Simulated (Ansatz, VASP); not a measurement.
**Zn (Zinc) in two plane-wave programs**

Aim: how closely do two programs agree when they are given the same cell, functional and k mesh? The cell is taken from a series of runs on this material, whose earlier steps may have relaxed, scaled, displaced or heated it; both programs get it as it stands.

Calculated with Ansatz 0.2.0; plane waves, with VASP 6.6.1 beside it; zone-centre phonons at PBEsol.

**1. The structure**

Symmetry: P6_3/mmc, No. 194, hexagonal system. The conventional cell has a = 2.586 Å, b = 2.586 Å, c = 4.728 Å, α = 90.00°, β = 90.00°, γ = 120.00°. Nearest to Zn lie 12 Zn at 2.59 to 2.80 Å.

Coordinates:

```
Zn
1.0
     2.58559    0.00000    0.00000
    -1.29280    2.23919    0.00000
     0.00000    0.00000    4.72800
Zn
2
Direct
  0.33333 0.66667 0.25000
  0.66667 0.33333 0.75000
```

**2. VASP: zone-centre phonons, PBEsol, pair 1**

Second derivatives magnify differences that forces hide, and they need a tight electronic threshold.

Lines of VASP's logs that name or quote its potential files are left out, and so is its time.

Input file INCAR:

```
SYSTEM = Zn
PREC = Accurate
ENCUT = 500
EDIFF = 1E-08
NELM = 120
ISMEAR = 1
SIGMA = 0.2
LREAL = .FALSE.
ALGO = Normal
GGA = PS
NBANDS = 18
LORBIT = 11
LWAVE = .FALSE.
LCHARG = .FALSE.
ISIF = 2
IBRION = 8
LASPH = .TRUE.
GGA_COMPAT = .FALSE.
KPAR = 2
```

Input file POSCAR:

```
Zn
1.0
    2.5855939131      0.0000000000      0.0000000000
   -1.2927969565      2.2391900126      0.0000000000
    0.0000000000      0.0000000000      4.7279957255
Zn
2
Direct
    0.3333333333      0.6666666667      0.2500000000
    0.6666666667      0.3333333333      0.7500000000
```

Input file KPOINTS:

```
Automatic mesh
0
Gamma
18 18 8
0 0 0
```

PAW data sets: Zn (PBE family, release 64).

Command:

```bash
> mpirun -np 2 vasp_std
```

Numbers of over 12 decimals in the logs are rounded to 6 here.

The log of the run:

```text
[banner, memory and clock lines left out]
running    2 mpi-ranks, on    1 nodes
 distrk:  each k-point on    1 cores,    2 groups
 distr:  one band on    1 cores,    1 groups

 POSCAR found type information on POSCAR Zn
 POSCAR found :  1 types and       2 ions
|                                                                             |
|               ----> ADVICE to this user running VASP <----                  |
|                                                                             |
|     You enforced a specific xc type in the INCAR file but a different       |
|     [... a line on the potential file left out ...]
|     I HOPE YOU KNOW WHAT YOU ARE DOING!                                     |
|                                                                             |

 LDA part: xc-table for (Slater+PW92), standard interpolation
 POSCAR, INCAR and KPOINTS ok, starting setup
 FFT: planning ... GRIDC
 FFT: planning ... GRID_SOFT
 FFT: planning ... GRID
 WAVECAR not read
 entering main loop
       N       E                     dE             d eps       ncg     rms          rms(c)
DAV:   1     0.102631507690E+03    0.10263E+03   -0.12191E+04  7012   0.212E+03
DAV:   2     0.467493236993E+00   -0.10216E+03   -0.99185E+02  6680   0.293E+02
DAV:   3    -0.349742342946E+01   -0.39649E+01   -0.39504E+01  7460   0.664E+01
DAV:   4    -0.351625401389E+01   -0.18831E-01   -0.18826E-01  7408   0.460E+00
DAV:   5    -0.351627604362E+01   -0.22030E-04   -0.22030E-04  7184   0.140E-01    0.522E+00
DAV:   6    -0.318362647175E+01    0.33265E+00   -0.13708E+00  7150   0.262E+01    0.362E+00
DAV:   7    -0.316636363887E+01    0.17263E-01   -0.49717E-02  8520   0.402E+00    0.187E+00
DAV:   8    -0.315811761185E+01    0.82460E-02   -0.21016E-03  9094   0.722E-01    0.576E-02
DAV:   9    -0.315807131712E+01    0.46295E-04   -0.24482E-04  9132   0.221E-01    0.302E-02
DAV:  10    -0.315807540348E+01   -0.40864E-05   -0.21093E-05  6956   0.419E-02    0.283E-03
DAV:  11    -0.315807527662E+01    0.12686E-06   -0.52111E-07  7394   0.106E-02    0.219E-03
DAV:  12    -0.315807498174E+01    0.29488E-06   -0.10835E-08  4738   0.229E-03    0.587E-04
DAV:  13    -0.315807500189E+01   -0.20148E-07   -0.87762E-09  3646   0.162E-03    0.512E-05
DAV:  14    -0.315807500171E+01    0.17462E-09   -0.19346E-09  3580   0.400E-04
   1 F= -.31580750E+01 E0= -.31581735E+01  d E =0.295598E-03
 Linear response reoptimize wavefunctions to high precision
DAV:   1    -0.315807500467E+01   -0.29577E-08   -0.51631E-11  3632   0.860E-05
DAV:   2    -0.315807500470E+01   -0.28194E-10   -0.11204E-11  3514   0.317E-05
 Linear response DOF=           2
 Linear response progress:
  Degree of freedom:   1/  2
       N       E                     dE             d eps       ncg     rms          rms(c)
RMM:   1    -0.200216915680E+00   -0.20022E+00   -0.22179E-03 40370   0.180E+00
RMM:   2    -0.199810835885E+00    0.40608E-03   -0.71601E-04 42571   0.309E-01    0.521E-02
RMM:   3    -0.199382490744E+00    0.42835E-03   -0.46263E-05 52561   0.555E-02    0.297E-02
RMM:   4    -0.198937476868E+00    0.44501E-03   -0.43785E-05 51293   0.522E-02    0.267E-03
RMM:   5    -0.198949498996E+00   -0.12022E-04   -0.53036E-07 53904   0.483E-03    0.136E-03
RMM:   6    -0.198945591051E+00    0.39079E-05   -0.40928E-08 53931   0.144E-03    0.173E-04
RMM:   7    -0.198946423450E+00   -0.83240E-06   -0.23463E-09 53848   0.357E-04    0.455E-05
RMM:   8    -0.198945790991E+00    0.63246E-06    0.68926E-10 54718   0.997E-05    0.651E-06
RMM:   9    -0.198945653513E+00    0.13748E-06    0.14204E-10 54340   0.424E-05    0.169E-06
RMM:  10    -0.198945675536E+00   -0.22023E-07   -0.13384E-10 45660   0.252E-05    0.374E-07
RMM:  11    -0.198945680595E+00   -0.50590E-08    0.11424E-10 32970   0.215E-05    0.177E-07
 first order change of Fermi-energy  -0.14047E-04
 force on displaced ion       1 direction 1 :  -0.815  -0.000   0.000
 Linear response progress:
  Degree of freedom:   2/  2
       N       E                     dE             d eps       ncg     rms          rms(c)
RMM:   1    -0.225119817532E+00   -0.22512E+00   -0.58373E-03 13430   0.207E+00
RMM:   2    -0.221648398725E+00    0.34714E-02   -0.11582E-03 13401   0.567E-01    0.553E-02
RMM:   3    -0.221658190204E+00   -0.97915E-05   -0.13488E-04 16988   0.798E-02    0.318E-02
RMM:   4    -0.221573625702E+00    0.84565E-04   -0.72590E-05 17007   0.358E-02    0.470E-03
RMM:   5    -0.221562772819E+00    0.10853E-04   -0.21155E-05 17441   0.629E-03    0.146E-03
RMM:   6    -0.221562246720E+00    0.52610E-06   -0.63840E-06 17447   0.168E-03    0.301E-04
RMM:   7    -0.221562363800E+00   -0.11708E-06   -0.17504E-06 16751   0.539E-04    0.677E-05
RMM:   8    -0.221561887482E+00    0.47632E-06   -0.87949E-07 15801   0.152E-04    0.371E-05
RMM:   9    -0.221561146598E+00    0.74088E-06   -0.22209E-07 17583   0.727E-05    0.460E-06
RMM:  10    -0.221561178758E+00   -0.32160E-07   -0.13258E-07 17550   0.300E-05    0.122E-06
RMM:  11    -0.221561169663E+00    0.90952E-08   -0.45404E-08 12547   0.193E-05    0.505E-07
 first order change of Fermi-energy  -0.78238E-05
 force on displaced ion       1 direction 3 :  -0.000   0.000  -3.597
 Linear response finished
```

OUTCAR, selected parts (step 2):

```text
ion  position               nearest neighbor table
   1  0.333  0.667  0.250-   2 2.80   2 2.80   2 2.80   2 2.80   2 2.80   2 2.80
   2  0.667  0.333  0.750-   1 2.80   1 2.80   1 2.80   1 2.80   1 2.80   1 2.80

  LATTYP: Found a hexagonal cell.
 ALAT       =     2.5855939131
 C/A-ratio  =     1.8285917605

 Subroutine GETGRP returns: Found 24 space group operations
 (whereof 12 operations were pure point group operations)

The static configuration has the point symmetry D_3d.
 The point group associated with its full space group is D_6h.

 Found    185 irreducible k-points:

   k-points           NKPTS =    185   k-points in BZ     NKDIM =    185   number of bands    NBANDS=     18

   dimension x,y,z NGX =    20 NGY =   20 NGZ =   36
   dimension x,y,z NGXF=    40 NGYF=   40 NGZF=   72

   ENCUT  =  500.0 eV  36.75 Ry    6.06 a.u.   4.71  4.71  8.62*2*pi/ulx,y,z

   NELECT =      24.0000    total number of electrons

 k-points in reciprocal lattice and weights: Automatic mesh
   0.00000000  0.00000000  0.00000000       0.000
   0.05555556 -0.00000000  0.00000000       0.002
   0.11111111 -0.00000000  0.00000000       0.002
   0.16666667 -0.00000000  0.00000000       0.002
   0.22222222 -0.00000000  0.00000000       0.002
   0.27777778 -0.00000000  0.00000000       0.002
   0.33333333 -0.00000000  0.00000000       0.002
   0.38888889  0.00000000  0.00000000       0.002
   0.44444444 -0.00000000  0.00000000       0.002
[...]
0.33333333  0.27777778  0.50000000       0.005
   0.33333333  0.33333333  0.50000000       0.001

 average (electrostatic) potential at core
       1 -36.1948       2 -36.1948

  Total        0.6609275      0.6609275      0.6194040      0.0000000     -0.0000000     -0.0000000
  in kB       38.6844205     38.6844205     36.2540280      0.0000000     -0.0000000     -0.0000000
  external PRESSURE =      37.8742897 kB  Pullay stress =       0.0000000 kB

  energy-cutoff  :      500.00
  volume of cell :       27.37
      direct lattice vectors                 reciprocal lattice vectors
     2.585593913  0.000000000  0.000000000     0.386758336  0.223295030  0.000000000
    -1.292796956  2.239190013  0.000000000     0.000000000  0.446590059  0.000000000
     0.000000000  0.000000000  4.727995725     0.000000000  0.000000000  0.211506113

 POSITION                                       TOTAL-FORCE (eV/Angst)
 -----------------------------------------------------------------------------------
     -0.00000      1.49279      1.18200         0.000000      0.000000      0.000000
      1.29280      0.74640      3.54600        -0.000000      0.000000      0.000000
 -----------------------------------------------------------------------------------
    total drift:                               -0.000000      0.000000      0.000000

 Eigenvectors and eigenvalues of the dynamical matrix
 ----------------------------------------------------

   1 f  =    5.185371 THz    32.580649 2PiTHz  172.965369 cm-1    21.444963 meV
             X         Y         Z           dx          dy          dz
     -0.000000  1.492793  1.181999     0.000000    0.000000    0.707107
      1.292797  0.746397  3.545997    -0.000000   -0.000000   -0.707107

   2 f  =    2.467924 THz    15.506424 2PiTHz   82.321083 cm-1    10.206509 meV
             X         Y         Z           dx          dy          dz
     -0.000000  1.492793  1.181999    -0.567364   -0.422017   -0.000000
      1.292797  0.746397  3.545997     0.567364    0.422017   -0.000000

   3 f  =    2.467924 THz    15.506424 2PiTHz   82.321083 cm-1    10.206509 meV
             X         Y         Z           dx          dy          dz
     -0.000000  1.492793  1.181999    -0.422017    0.567364    0.000000
      1.292797  0.746397  3.545997     0.422017   -0.567364    0.000000

   4 f/i=    0.000000 THz     0.000000 2PiTHz    0.000001 cm-1     0.000000 meV
             X         Y         Z           dx          dy          dz
     -0.000000  1.492793  1.181999     0.694324    0.127403   -0.041024
      1.292797  0.746397  3.545997     0.694324    0.127403   -0.041024

   5 f/i=    0.000000 THz     0.000000 2PiTHz    0.000002 cm-1     0.000000 meV
             X         Y         Z           dx          dy          dz
     -0.000000  1.492793  1.181999     0.112956   -0.441499    0.540666
      1.292797  0.746397  3.545997     0.112956   -0.441499    0.540666

   6 f/i=    0.000000 THz     0.000000 2PiTHz    0.000002 cm-1     0.000000 meV
             X         Y         Z           dx          dy          dz
     -0.000000  1.492793  1.181999    -0.071800    0.537445    0.453870
      1.292797  0.746397  3.545997    -0.071800    0.537445    0.453870

 ELASTIC MODULI CONTR FROM IONIC RELAXATION (kBar)
 Direction    XX          YY          ZZ          XY          YZ          ZX
 --------------------------------------------------------------------------------
 XX          -1.4768      1.4768      0.0000     -0.0000      0.0000      0.0000
 YY           1.4768     -1.4768     -0.0000     -0.0000     -0.0000     -0.0000
 ZZ           0.0000     -0.0000     -0.0000     -0.0000     -0.0000     -0.0000
 XY          -0.0000     -0.0000     -0.0000     -1.4768      0.0000      0.0000
 YZ           0.0000     -0.0000     -0.0000      0.0000     -0.0000     -0.0000
 ZX           0.0000     -0.0000     -0.0000      0.0000     -0.0000     -0.0000
 --------------------------------------------------------------------------------
```

**3. Ansatz: zone-centre phonons, PBEsol, pair 1**

Ansatz runs on its PAW soft_1 files.

The same cell, functional, mesh and smearing now go to Ansatz, which takes its cutoff from its data sets.

Input file input.yaml:

```yaml
crystal:
  lattice:
    - [2.5855939131, 0.0, 0.0]
    - [-1.2927969565, 2.2391900126, 0.0]
    - [0.0, 0.0, 4.7279957255]
  atoms:
    - { symbol: Zn, position: [0.3333333333, 0.6666666667, 0.25] }
    - { symbol: Zn, position: [0.6666666667, 0.3333333333, 0.75] }
kpoints:
  mp_grid: { grid: [18, 18, 8] }
hamiltonian:
  xc: pbesol
  pseudopotentials: { kind: paw, azcp: { folder: soft_1 }, xc_functional: pbe }
scf:
  occupations: { method: methfessel_paxton, width: 0.2 }
output:
  eigenvalues: true
phonons:
  method: dfpt
```

Command:

```bash
> ansatz run input.yaml --threads 4 --pin off --max-ram 10240MiB --backend cpu --events-out ev --progress --plain --runs-dir out
```

The log of the run:

```text
zone centre: on kpoints.mp_grid the ground state, and the responses unless they are solved on pairs of k-points, stand on 455 of the mesh's 2592 k-points, reduced under 4 symmetry operations, with k and −k counted as one. Each operation leaves every solved displacement unchanged or reverses it
Engine: ansatz 0.2.0, x86_64-unknown-linux-gnu
Pseudopotentials: kind: paw
Pseudopotential: Zn, paw, valence charge 12, recommended cutoff 420 eV (normal), soft_1/Zn.paw.azcp
Functional definition: PBEsol
  exchange = pbesol_x
  correlation = pbesol_c
Crystal: 2 atoms, lattice volume = 27.373 Å³
Basis set: ecut = 420 eV, 549 PW (Γ), exchange–correlation on 36×36×64 points (8 copies of the dense FFT grid, shifted against one another)
Bands: 16, of which v1, the nominal top of the filled ones, is band 12 counted from 1 (11 counted from 0)
Symmetry: 24 space group operations
k-points: 455 of 2592 (irreducible under 4 space group operations, time reversal used)
Non-local potential: Zn, projectors of the file, l = 0: 2, l = 1: 2, l = 2: 3, l = 3: 1
PAW form: soft (Blöchl's): semilocal exchange-correlation on the pseudo side does not see the compensation charge
PAW frozen core: Zn, regenerated for the run's functional, and the local potential with it (the file was generated under x = pbe(κ = 0.804, μ = 0.219515), c = pbe(β = 0.066725))
PAW one-centre angular grid: Zn, 590 points (default); XC on 64 Gauss nodes
Initial density: superposition of atomic densities (chi_scale 0.1, normalization cell)
Initial wavefunctions: pseudopotential atomic-orbital guess
Functional: x = pbesol(κ = 0.804, μ = 0.123457), c = pbesol(β = 0.046)
SCF iter   1: F=—  HF=-6562.134052 eV  |F-HF|=—  |Δ(HF+E_count)|=         —  Δρ=7.35e-2  dr2=1.09e0  ethr=3.10e-3  ⟨swp⟩=5.7  Hψ=43349  notcnv=0
preconditioner: auto → none  [metal: Δε(μ)=0.060 eV  Ē_g=12.992 eV  σ=0.200 eV  W_gap=0.25  n_scr=4 (ndim 8)  ℏωp=34.8 eV  f_vac=0.000  D(μ)=0.40/eV (n_scr^D=2)  sad-step TF]
SCF iter   2: F=—  HF=-6561.862361 eV  |F-HF|=—  |Δ(HF+E_count)|=   2.72e-1  S|Δr|=    0.00e0  Δρ=2.55e-2  dr2=8.28e-2  ethr=3.10e-3  ⟨swp⟩=2.0  Hψ=17993  notcnv=0  defer=7
SCF iter   3: F=—  HF=-6561.806332 eV  |F-HF|=—  |Δ(HF+E_count)|=   5.60e-2  S|Δr|=    0.00e0  Δρ=1.14e-2  dr2=2.47e-2  ethr=3.45e-4  ⟨swp⟩=2.0  Hψ=16951  notcnv=0  defer=7
SCF iter   4: F=—  HF=-6561.804133 eV  |F-HF|=—  |Δ(HF+E_count)|=   2.20e-3  S|Δr|=    0.00e0  Δρ=5.48e-3  dr2=2.43e-3  ethr=1.03e-4  ⟨swp⟩=2.0  Hψ=11807  notcnv=0  defer=7
SCF iter   5: F=—  HF=-6561.805215 eV  |F-HF|=—  |Δ(HF+E_count)|=   1.08e-3  S|Δr|=    0.00e0  Δρ=6.35e-4  dr2=3.22e-5  ethr=1.01e-5  ⟨swp⟩=2.0  Hψ=12829  notcnv=0  defer=7
SCF iter   6: F=—  HF=-6561.805225 eV  |F-HF|=—  |Δ(HF+E_count)|=   9.92e-6  S|Δr|=    0.00e0  Δρ=5.40e-5  dr2=2.75e-7  ethr=1.34e-7  ⟨swp⟩=2.0  Hψ=12703  notcnv=0  defer=7
SCF iter   7: F=—  HF=-6561.805225 eV  |F-HF|=—  |Δ(HF+E_count)|=   3.62e-7  S|Δr|=    0.00e0  Δρ=2.40e-6  dr2=7.71e-10  ethr=1.15e-9  ⟨swp⟩=2.0  Hψ=12503  notcnv=0  defer=7
SCF iter   8: F=-6561.805225 eV  HF=-6561.805225 eV  |F-HF|=0.00e0  |Δ(HF+E_count)|=  2.91e-11  S|Δr|=    0.00e0  Δρ=1.16e-7  dr2=1.43e-12  ethr=1.00e-12  ⟨swp⟩=5.6  Hψ=44490  notcnv=0
SCF 1 converged in 8 iterations: F = -6561.805225 eV  dr2 = 1.43e-12
  greatest PAW one-centre occupation: 0.980 electrons in one spin orbital (limit 2), on the Zn atom at site 1 (counted from 0), in its partial waves of l = 2
DFPT response loops at Γ: preconditioner auto → Kerker (q_TF=auto, 2.669 Å⁻¹) (partly filled bands, converged f_vac=0.000); β = 1.00, the filter's whole step (`scf.mixing.beta` (0.50) is not read by the response loops under this deck's `scf.mixing.preconditioner`; to damp them name `kerker` or `kerker_dos`, under which they read `scf.mixing.beta`, and type it under 1.00, their step now; both keys bind the ground state too); Broyden in place of MSR1
SCF converged after 8 iterations
Stability not checked: this state was not tested for a lower state beside it, because cold or Methfessel-Paxton smearing, or corrected tetrahedra, fill the levels in a way that the test cannot read (fill_not_monotonic; see scf.lower_state_search)
Free energy (F): -6561.805225 eV
Harris-Foulkes:  -6561.805225 eV  (|F-HF|=0.00e0)
Internal energy: -6561.805534 eV  (E = F + TS)
E sigma→0 (E₀):  -6561.805302 eV
Entropy (-TS):   0.000309 eV (0.154 meV/atom)
Fermi energy:    12.609232 eV
--- Per-component energies (eV) ---
  E_band       = 125.381712
  E_kinetic    = 298.016963
  E_local      = -3378.960976  (includes V_loc(G=0)·N_el)
  E_nonlocal   = 1634.675248
  E_hartree    = 1254.520901
  E_xc         = -157.620046
  E_vxc        = -105.481304  (∫ρ·V_xc dr)
  E_paw        = -3715.386534  (= ΣΔE_a)
  E_vpaw       = -831.909551  (= ΣTr[D̂ρ^β])
  E_aug_tail   = -0.000475  (compensation charges beyond the density's cutoff)
  E_ewald      = -2498.645326
  E_core_change = 1.594712  (= ΣΔE_core)
  E_smearing   = 0.000309  (= −TS)
  E_closure    = -0.000000  (closes the sum)
  Σ components = -6561.805225   (vs F -6561.805225, Δ=0.00e0)
--- Band table (eV; the first three rows and the last of 455) ---
  k-point 0: bands = [... 8 lower, 4.9999, 5.2739, 5.2739, 8.3443, 9.7300, 27.4784, 30.8663, 30.8663]
  k-point 1: bands = [... 8 lower, 5.0151, 5.2671, 5.2671, 7.2744, 11.0296, 25.7214, 30.9734, 30.9734]
  k-point 2: bands = [... 8 lower, 5.0554, 5.2462, 5.2462, 5.9821, 13.0328, 22.9980, 31.2868, 31.2868]
  k-point 454: bands = [... 8 lower, 5.3408, 5.3408, 9.5630, 9.5630, 16.5917, 16.5917, 18.2308, 18.2308]
--- Phonons (Γ-DFPT): 2 representative perturbations + reference, on 455 of 2592 k-points (Σ response iterations 7) ---
  k mesh reduced under 4 symmetry operations, with k and −k counted as one. Each operation leaves every solved displacement unchanged or reverses it
  ASR residual: 3.170e-5 → 0.000e0 eV/Å²; symmetrization residual: 2.649e-10 eV/Å²
  ASR residual per site (eV/Å²): 3.17e-5 3.17e-5
  Γ frequencies (cm⁻¹): 0.00 0.00 0.00 83.04 83.04 170.70
  non-analytic LO–TO correction: not included (Born effective charges unavailable; polar crystals: no LO–TO splitting at Γ)
```

**4. Side by side**

Known differences besides the potentials themselves: the cutoff is 420 eV in Ansatz and 500 eV in VASP; Ansatz makes its cores anew for this functional, VASP keeps those of its PBE data sets. Total energies have different zeros and are not compared.

Both answers:

| quantity | Ansatz | VASP | difference |
| --- | --- | --- | --- |
| optical mode 1 to 2 (cm⁻¹) | 83.0 | 82.3 | +0.87 % |
| optical mode 3 (cm⁻¹) | 170.7 | 173.0 | -1.31 % |

Modes are paired by rising frequency, not by their patterns, so a pair may set unlike modes beside each other; they are those without the splitting of longitudinal modes.

(Part 1 of 2 ends here.)

[Lines on the potential files, build, host, timing and source positions are cut from VASP's logs without a mark.]

[Logs are printed without paths, hosts, clocks, repeated set-up lines and the standing remarks that a program may print on its own settings, such as how far it seeks lower states.]

[Hosts, paths, dates, database ids (printed as entryN), source tags and the programs' standing remarks are cut or masked in the printed files.]
